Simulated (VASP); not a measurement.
Method: vdW-DF2, VASP's PBE PAW potentials (set 64) (plane waves; VASP).

VASP input:

INCAR:
```
# general
SYSTEM   = PtS2
PREC     = Accurate
ENCUT    = 520
LREAL    = .False.   # projection in real space or not
LASPH    = .True.
ICHARG   = 11   # fixed density

# electronic loop
EDIFF    = 1E-7
NELM     = 100
ALGO     = Normal
LMAXMIX  = 6

# smearing
ISMEAR   = 0
SIGMA    = 0.05

# functional
GGA      = ML
LUSE_VDW = .True.
AGGAC    = 0.0
ZAB_VDW  = -1.8867

# output
LWAVE    = .False.
LCHARG   = .False.
LORBIT   = 11
```

### KPOINTS
```
k-points along high-symmetry lines
10
Line-mode
Reciprocal
  0.000000   0.000000   0.000000 ! GAMMA
  0.500000  -0.000000   0.000000 ! M

  0.500000  -0.000000   0.000000 ! M
  0.333333   0.333333   0.000000 ! K

  0.333333   0.333333   0.000000 ! K
  0.000000   0.000000   0.000000 ! GAMMA

  0.000000   0.000000   0.000000 ! GAMMA
  0.000000   0.000000   0.500000 ! A

  0.000000   0.000000   0.500000 ! A
  0.500000  -0.000000   0.500000 ! L

  0.500000  -0.000000   0.500000 ! L
  0.333333   0.333333   0.500000 ! H

  0.333333   0.333333   0.500000 ! H
  0.000000   0.000000   0.500000 ! A

  0.500000  -0.000000   0.500000 ! L
  0.500000  -0.000000   0.000000 ! M

  0.333333   0.333333   0.500000 ! H
  0.333333   0.333333   0.000000 ! K
```

File POSCAR:
```
PtS2
1
    1.8364471726    -3.1808198867     0.0000000000
    1.8364471726     3.1808198867     0.0000000000
    0.0000000000     0.0000000000     5.4559223291
Pt S
1 2
Direct
  0.0000000000   0.0000000000   0.0000000000
  0.3333330000   0.6666670000   0.2341180838
  0.6666670000   0.3333330000   0.7658819162
```

POTCAR, in this order: Pt S (PBE.64 set). Program: vasp_std. Read from the step before: CHGCAR.

The run wrote:

File OSZICAR:
```
       N       E                     dE             d eps       ncg     rms          rms(c)
DAV:   1     0.123407723807E+03    0.12341E+03   -0.10338E+04  2716   0.128E+03
DAV:   2    -0.330218401921E+01   -0.12671E+03   -0.12398E+03  3498   0.243E+02
DAV:   3    -0.830102116901E+01   -0.49988E+01   -0.49344E+01  3442   0.516E+01
DAV:   4    -0.836052847928E+01   -0.59507E-01   -0.59497E-01  3407   0.615E+00
DAV:   5    -0.836188661364E+01   -0.13581E-02   -0.13581E-02  3575   0.882E-01
DAV:   6    -0.836193419397E+01   -0.47580E-04   -0.47580E-04  3578   0.155E-01
DAV:   7    -0.836193569350E+01   -0.14995E-05   -0.14996E-05  3561   0.249E-02
DAV:   8    -0.836193576393E+01   -0.70426E-07   -0.70413E-07  3434   0.495E-03
   1 F= -.83619358E+01 E0= -.83619358E+01  d E =-.293241E-11
```

**OUTCAR**
```
 val. band max:        4.6008277196   @ k =   0.0000   0.0000   0.0000

 cond. band min:       5.4993541516   @ k =   0.2963   0.2963   0.0000



 k-point     1 :       0.0000    0.0000    0.0000
  band No.  band energies     occupation
      1      -9.3797      2.00000
      2      -7.3392      2.00000
      3      -1.0249      2.00000
      4      -0.7272      2.00000
      5      -0.7272      2.00000
      6       1.6282      2.00000
      7       1.6282      2.00000
      8       3.0151      2.00000
      9       3.8612      2.00000
     10       3.8612      2.00000
     11       4.6008      2.00000
     12       6.6687      0.00000
     13       6.6687      0.00000
     14       9.2724      0.00000
     15      10.0076      0.00000

 k-point     2 :       0.0556    0.0000    0.0000
  band No.  band energies     occupation
      1      -9.3479      2.00000
      2      -7.3487      2.00000
      3      -0.9881      2.00000
      4      -0.7108      2.00000
      5      -0.7065      2.00000
      6       1.5801      2.00000
      7       1.5992      2.00000
      8       2.9233      2.00000
      9       3.8265      2.00000
     10       3.8687      2.00000
     11       4.6006      2.00000
     12       6.5556      0.00000
     13       6.6461      0.00000
     14       9.4294      0.00000
     15      10.1951      0.00000

 k-point     3 :       0.1111    0.0000    0.0000
  band No.  band energies     occupation
      1      -9.2542      2.00000
      2      -7.3761      2.00000
      3      -0.8825      2.00000
      4      -0.6579      2.00000
      5      -0.6473      2.00000
      6       1.4187      2.00000
      7       1.5249      2.00000
      8       2.6880      2.00000
      9       3.7541      2.00000
     10       3.8723      2.00000
     11       4.5660      2.00000
     12       6.3157      0.00000
     13       6.5964      0.00000
     14       9.8429      0.00000
     15      10.6373      0.00000

...
```

The density is held fixed in this step, so its total energy and stress have no physical meaning. Unless said otherwise, spin-orbit coupling is left out, though it shifts the bands of the heavy elements here.

The compound is PtS2 in the 1T layered structure. It was relaxed first, which changed the volume by +17 %.
